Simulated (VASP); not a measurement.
Input:

```
CELL_PARAMETERS angstrom
      3.51807     0.00000     0.00000
      0.00000     3.51807     0.00000
      0.00000     0.00000     3.51807
ATOMIC_POSITIONS crystal
  Si 0.00000 0.00000 0.00000
  Ni 0.00000 0.50000 0.50000
  Ni 0.50000 0.00000 0.50000
  Ni 0.50000 0.50000 0.00000
```

All values below come from PBE GGA, VASP's PBE PAW potentials (set 64) (plane waves; VASP). Numerical set-up: 300 eV cut-off, 9×9×9 Γ-centred mesh, Fermi-Dirac smearing of 0.050 eV, potentials Si Ni.

At this cut-off the stress carries a Pulay error, which pulls relaxed volumes low.

Task: The ions, cell shape and volume are relaxed. Which structure does the run end with?

Result: 
```
CELL_PARAMETERS angstrom
      3.50529     0.00000     0.00000
      0.00000     3.50529     0.00000
      0.00000     0.00000     3.50529
ATOMIC_POSITIONS crystal
  Si 0.00000 0.00000 0.00000
  Ni 0.00000 0.50000 0.50000
  Ni 0.50000 0.00000 0.50000
  Ni 0.50000 0.50000 0.00000
```
Space group Pm-3m (221), at a tolerance of 0.03 Å.

Task: How do energy and volume change from the first to the last step?

Result: The energy (σ→0) changes by -0.9 meV/atom and the volume by -1.1 %, in 3 ionic steps.

The structure is a typed Ni3Si crystal. This run relaxes it. Symmetry was kept, so distortions that lower it aren't found. The run is one of a series of settings (EDIFFG = -0.01, IBRION = 2, ISIF = 3, NSW = 50 against the base run), some of them coarse on purpose. The run is not spin-polarised, so no magnetic state was tried.
